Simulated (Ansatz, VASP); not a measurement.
# NaCaOF: VASP beside Ansatz

One calculation is typed for both programs; each brings its own data sets. How far apart do they land? The cell is generated by rule, not measured, and may not be a known phase. The cell is taken from a series of runs on this material, whose earlier steps may have relaxed, scaled, displaced or heated it; both programs get it as it stands.

Method: plane waves, with VASP 6.6.1 beside it; relaxation of cell and atoms at PBEsol, in Ansatz 0.2.0.

The structure was built from a prototype and need not be the compound's stable phase.

## Step 1: The starting structure

It takes space group P4/nmm (No. 129, tetragonal). Conventional cell: a = 3.334 Å, b = 3.334 Å, c = 9.436 Å, α = 90.00°, β = 90.00°, γ = 90.00°. Nearest to Ca lie 5 O at 2.35 to 2.36 Å and 1 F at 2.39 Å. Nearest to F lie 5 Na at 2.31 to 2.36 Å and 1 Ca at 2.39 Å. Na has 5 F at 2.31 to 2.36 Å and 1 O at 2.38 Å nearest. Nearest to O lie 5 Ca at 2.35 to 2.36 Å and 1 Na at 2.38 Å. Farther neighbours and most contacts between anions are not listed.

## Step 2: VASP: relaxation of cell and atoms, PBEsol, pair 1

The relaxed volume is the usual yardstick between codes: in a stiff, nearly cubic crystal its relative difference is about their pressure difference at one cell divided by the bulk modulus.

Lines of VASP's logs that name or quote its potential files are left out, and so is its time.

INCAR

```
SYSTEM = NaCaOF
PREC = Accurate
ENCUT = 600
EDIFF = 1E-07
NELM = 120
ISMEAR = 0
SIGMA = 0.01
LREAL = .FALSE.
ALGO = Normal
GGA = PS
NBANDS = 38
LORBIT = 11
LWAVE = .FALSE.
LCHARG = .FALSE.
ISIF = 3
IBRION = 2
NSW = 80
EDIFFG = -0.005
LASPH = .TRUE.
GGA_COMPAT = .FALSE.
NELMIN = 4
EFERMI = MIDGAP
KPAR = 2
```

POSCAR

```
NaCaOF
1.0
    2.3574140000      2.3574140000      0.0000000000
   -2.3574140000      2.3574140000      0.0000000000
    0.0000000000      0.0000000000      9.4363720000
Ca F Na O
2 2 2 2
Direct
    0.0000000000      0.0000000000      0.9996456265
    0.5000000000      0.5000000000      0.2503542675
    0.5000000000      0.5000000000      0.5039359406
    0.0000000000      0.0000000000      0.7460639534
    0.0000000000      0.0000000000      0.5014106057
    0.5000000000      0.5000000000      0.7485893943
    0.5000000000      0.5000000000      0.0009618103
    0.0000000000      0.0000000000      0.2490381897
```

KPOINTS

```
Automatic mesh
0
Gamma
8 8 2
0 0 0
```

Potentials, in the order of the species: Ca_sv, F, Na_pv and O (PBE family, release 64).

The run is started by

```console
mpirun -np 2 vasp_std
```

Numbers of over 12 decimals in the logs are rounded to 6 here.

Log:

```text
[banner, memory and clock lines left out]
running    2 mpi-ranks, on    1 nodes
 distrk:  each k-point on    1 cores,    2 groups
 distr:  one band on    1 cores,    1 groups

 POSCAR found type information on POSCAR CaF NaO
 POSCAR found :  4 types and       8 ions
|                                                                             |
|               ----> ADVICE to this user running VASP <----                  |
|                                                                             |
|     You enforced a specific xc type in the INCAR file but a different       |
|     [... a line on the potential file left out ...]
|     I HOPE YOU KNOW WHAT YOU ARE DOING!                                     |
|                                                                             |

 LDA part: xc-table for (Slater+PW92), standard interpolation
 POSCAR, INCAR and KPOINTS ok, starting setup
 FFT: planning ... GRIDC
 FFT: planning ... GRID_SOFT
 FFT: planning ... GRID
 WAVECAR not read
 entering main loop
       N       E                     dE             d eps       ncg     rms          rms(c)
DAV:   1     0.824783384676E+03    0.82478E+03   -0.33772E+04  2280   0.201E+03
DAV:   2     0.616896857680E+02   -0.76309E+03   -0.73299E+03  2434   0.553E+02
DAV:   3    -0.427859532593E+02   -0.10448E+03   -0.10215E+03  2634   0.194E+02
DAV:   4    -0.490570839400E+02   -0.62711E+01   -0.62432E+01  3440   0.457E+01
DAV:   5    -0.493202605956E+02   -0.26318E+00   -0.26270E+00  3686   0.792E+00    0.135E+01
DAV:   6    -0.444823839937E+02    0.48379E+01   -0.25622E+01  3140   0.307E+01    0.545E+00
DAV:   7    -0.443764573443E+02    0.10593E+00   -0.24398E+00  3248   0.102E+01    0.309E+00
DAV:   8    -0.442273827632E+02    0.14907E+00   -0.68073E-01  3568   0.645E+00    0.114E+00
DAV:   9    -0.441877115526E+02    0.39671E-01   -0.13211E-01  3160   0.214E+00    0.395E-01
DAV:  10    -0.441769009080E+02    0.10811E-01   -0.43629E-02  3664   0.108E+00    0.304E-01
DAV:  11    -0.441707755124E+02    0.61254E-02   -0.22337E-02  3408   0.950E-01    0.818E-02
DAV:  12    -0.441709755177E+02   -0.20001E-03   -0.36406E-03  3290   0.330E-01    0.392E-02
DAV:  13    -0.441710263498E+02   -0.50832E-04   -0.22323E-04  3296   0.935E-02    0.188E-02
DAV:  14    -0.441710304531E+02   -0.41033E-05   -0.30601E-05  3334   0.381E-02    0.628E-03
DAV:  15    -0.441710303805E+02    0.72597E-07   -0.62876E-06  3440   0.159E-02    0.139E-03
DAV:  16    -0.441710303438E+02    0.36623E-07   -0.57908E-07  2836   0.536E-03
   1 F= -.44171030E+02 E0= -.44171030E+02  d E =-.441710E+02
[...]
2 F= -.44171285E+02 E0= -.44171285E+02  d E =-.254495E-03
[...]
3 F= -.44171285E+02 E0= -.44171285E+02  d E =-.255121E-03
[...]
4 F= -.44171295E+02 E0= -.44171295E+02  d E =-.923519E-05
 ZBRENT: can't locate minimum, use default step
 trial-energy change:   -0.000009  1 .order   -0.000010   -0.000011   -0.000009
 step:   4.0226(harm=  4.6070)  dis= 0.00131  next Energy=   -44.171311 (dE=-0.255E-04)
 bond charge predicted
       N       E                     dE             d eps       ncg     rms          rms(c)
DAV:   1    -0.441712921788E+02    0.24810E-05   -0.28824E-02  2476   0.103E+00    0.499E-02
DAV:   2    -0.441713220512E+02   -0.29872E-04   -0.77588E-04  2532   0.173E-01    0.219E-02
DAV:   3    -0.441713117995E+02    0.10252E-04   -0.24546E-05  3218   0.384E-02    0.110E-02
DAV:   4    -0.441713079373E+02    0.38622E-05   -0.10195E-05  3478   0.267E-02    0.315E-03
DAV:   5    -0.441713080198E+02   -0.82522E-07   -0.20460E-06  2936   0.894E-03    0.202E-03
DAV:   6    -0.441713081165E+02   -0.96646E-07   -0.27363E-07  2522   0.433E-03
   5 F= -.44171308E+02 E0= -.44171308E+02  d E =-.226521E-04
 curvature:  -2.30 expect dE=-0.571E-05 dE for cont linesearch -0.454E-06
 trial: gam= 0.10439 g(F)=  0.235E-05 g(S)=  0.132E-06 ort = 0.150E-05 (trialstep = 0.161E+01)
 search vector abs. value=  0.292E-05
 reached required accuracy - stopping structural energy minimisation
```

OUTCAR, selected parts (step 2):

```text
ion  position               nearest neighbor table
   1  0.000  0.000  1.000-   8 2.35   7 2.36   7 2.36   7 2.36   7 2.36   4 2.39
   2  0.500  0.500  0.250-   7 2.35   8 2.36   8 2.36   8 2.36   8 2.36   3 2.39
   3  0.500  0.500  0.504-   6 2.31   2 2.39
   4  0.000  0.000  0.746-   5 2.31   1 2.39
   5  0.000  0.000  0.501-   4 2.31
   6  0.500  0.500  0.749-   3 2.31
   7  0.500  0.500  0.001-   2 2.35   1 2.36   1 2.36   1 2.36   1 2.36
   8  0.000  0.000  0.249-   1 2.35   2 2.36   2 2.36   2 2.36   2 2.36

  LATTYP: Found a simple tetragonal cell.
 ALAT       =     3.3338868509
 C/A-ratio  =     2.8304415902

 Subroutine GETGRP returns: Found 16 space group operations
 (whereof  8 operations were pure point group operations)

The static configuration has the point symmetry C_4v.
 The point group associated with its full space group is D_4h.

 Found     30 irreducible k-points:

   k-points           NKPTS =     30   k-points in BZ     NKDIM =     30   number of bands    NBANDS=     38

   dimension x,y,z NGX =    28 NGY =   28 NGZ =   80
   dimension x,y,z NGXF=    56 NGYF=   56 NGZF=  160

   ENCUT  =  600.0 eV  44.10 Ry    6.64 a.u.   6.66  6.66 18.85*2*pi/ulx,y,z

   NELECT =      60.0000    total number of electrons

 k-points in reciprocal lattice and weights: Automatic mesh
   0.00000000  0.00000000  0.00000000       0.008
   0.12500000  0.00000000  0.00000000       0.031
   0.25000000  0.00000000  0.00000000       0.031
   0.37500000  0.00000000  0.00000000       0.031
   0.50000000  0.00000000  0.00000000       0.016
   0.12500000  0.12500000  0.00000000       0.031
   0.25000000  0.12500000  0.00000000       0.062
   0.37500000  0.12500000  0.00000000       0.062
   0.50000000  0.12500000  0.00000000       0.031
[...]
0.50000000  0.37500000  0.50000000       0.031
   0.50000000  0.50000000  0.50000000       0.008

 average (electrostatic) potential at core
       1 -44.3521       2 -44.3521       3 -76.8363       4 -76.8363       5 -45.9299
       6 -45.9299       7 -70.7053       8 -70.7053

 E-fermi :   3.3742

 k-point     1 :       0.0000    0.0000    0.0000
  band No.  band energies     occupation
    ...
     26       0.8760      2.00000
     27       1.4407      2.00000
     28       1.4407      2.00000
     29       1.6503      2.00000
     30       1.6503      2.00000
     31       5.0981      0.00000
     32       5.6389      0.00000
     33       6.9517      0.00000
     34       7.7462      0.00000
     35       8.0471      0.00000
    ...

 k-point     2 :       0.1250    0.0000    0.0000
  band No.  band energies     occupation
    ...
     26       0.7555      2.00000
     27       1.1687      2.00000
     28       1.2504      2.00000
     29       1.2798      2.00000
     30       1.4577      2.00000
     31       5.4496      0.00000
     32       6.0793      0.00000
     33       7.2991      0.00000
     34       7.9780      0.00000
     35       8.4341      0.00000
    ...

 k-point     3 :       0.2500    0.0000    0.0000
  band No.  band energies     occupation
    ...
     26       0.1936      2.00000
     27       0.5993      2.00000
     28       0.9087      2.00000
     29       0.9221      2.00000
     30       1.0350      2.00000
     31       6.3021      0.00000
     32       7.1435      0.00000
     33       8.1383      0.00000
     34       8.3179      0.00000
     35       8.5795      0.00000
    ...

  Total        0.0028672      0.0028672     -0.0023322      0.0000000     -0.0000000      0.0000000
  in kB        0.0436898      0.0436898     -0.0355376      0.0000000     -0.0000000      0.0000000
  external PRESSURE =       0.0172807 kB  Pullay stress =       0.0000000 kB

  energy-cutoff  :      600.00
  volume of cell :      105.15
      direct lattice vectors                 reciprocal lattice vectors
     2.359741336  2.359741336 -0.000000000     0.211887630  0.211887630  0.000000000
    -2.359741336  2.359741336 -0.000000000    -0.211887630  0.211887630 -0.000000000
    -0.000000000 -0.000000000  9.441363833     0.000000000  0.000000000  0.105916901

 POSITION                                       TOTAL-FORCE (eV/Angst)
 -----------------------------------------------------------------------------------
      2.35974      2.35974      9.43692         0.000000      0.000000     -0.003435
     -0.00000      2.35974      2.36478        -0.000000     -0.000000      0.003435
     -0.00000      2.35974      4.75983        -0.000000     -0.000000      0.000462
     -0.00000     -0.00000      7.04187         0.000000      0.000000     -0.000462
     -0.00000     -0.00000      4.73485        -0.000000     -0.000000      0.003159
     -0.00000      2.35974      7.06685         0.000000      0.000000     -0.003159
     -0.00000      2.35974      0.00705        -0.000000     -0.000000      0.001541
     -2.35974      2.35974      2.35329         0.000000      0.000000     -0.001541
 -----------------------------------------------------------------------------------
    total drift:                               -0.000000      0.000000     -0.001388

  FREE ENERGIE OF THE ION-ELECTRON SYSTEM (eV)
  ---------------------------------------------------
  free  energy   TOTEN  =       -44.1713081165 eV

  energy  without entropy=      -44.1713081165  energy(sigma->0) =      -44.17130812

 reached required accuracy - stopping structural energy minimisation

 total charge
# of ion       s       p       d       tot
------------------------------------------
    1        2.043   5.882   0.316   8.240
    2        2.043   5.882   0.316   8.240
    3        1.723   4.366   0.000   6.088
    4        1.723   4.366   0.000   6.088
    5        0.054   5.997   0.000   6.050
    6        0.054   5.997   0.000   6.050
    7        1.542   3.442   0.000   4.983
    8        1.542   3.442   0.000   4.983
--------------------------------------------------
tot         10.721  39.371   0.632  50.724

[... 3 further parts left out ...]
```

CONTCAR:

```
NaCaOF
   1.00000000000000
     2.3597413362760875    2.3597413362760875   -0.0000000000000000
    -2.3597413362760875    2.3597413362760875   -0.0000000000000000
    -0.0000000000000000   -0.0000000000000000    9.4413638325997642
  Ca              F               Na              O
     2     2     2     2
Direct
     1.0000000000000000    0.0000000000000000    0.9995292601150426
     0.5000000000000000    0.5000000000000000    0.2504706338849557
     0.5000000000000000    0.5000000000000000    0.5041465395295048
     0.0000000000000000    0.0000000000000000    0.7458533544704935
     0.0000000000000000    0.0000000000000000    0.5015008772162115
     0.5000000000000000    0.5000000000000000    0.7484991227837885
     0.5000000000000000    0.5000000000000000    0.0007468500431452
     0.0000000000000000    1.0000000000000000    0.2492531499568548
```

The run keeps the 16 symmetry operations of its start, so it cannot find a distortion of lower symmetry.

(Continued in part 2 of 2.)

[Lines on the potential files, build, host, timing and source positions are cut from VASP's logs without a mark.]

[Logs are printed without paths, hosts, clocks, repeated set-up lines and the standing remarks that a program may print on its own settings, such as how far it seeks lower states.]

[Hosts, paths, dates, database ids (printed as entryN), source tags and the programs' standing remarks are cut or masked in the printed files.]
